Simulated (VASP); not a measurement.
Consider the following.

```
BeS
1.0
    0.00000     2.19366     2.19366
    2.19366     0.00000     2.19366
    2.19366     2.19366     0.00000
Be S
1 1
Direct
  0.00000   0.00000   0.00000
  0.25000   0.25000   0.25000
```

Computed with LDA (Ceperley-Alder, Perdew-Zunger), VASP's LDA PAW potentials (set 64) (plane waves; VASP). Run with 500 eV cut-off, 10×10×10 Γ-centred mesh, Gaussian smearing of 0.050 eV, potentials Be S.

Q: Predict the energy per atom (σ→0), pressure, band gap (on the k-mesh) with the smallest direct gap where there is one.

A: 
- band gap (on the k-mesh): 2.06 eV
- smallest direct gap (on the k-mesh): 5.22 eV
- energy per atom (σ→0): -5.202 eV/atom
- pressure: 44.95 GPa

Total energies compare only between runs with the same potentials, cut-off and functional.

The compound is BeS in the zinc blende structure. It was relaxed first under an external pressure of 45 GPa.
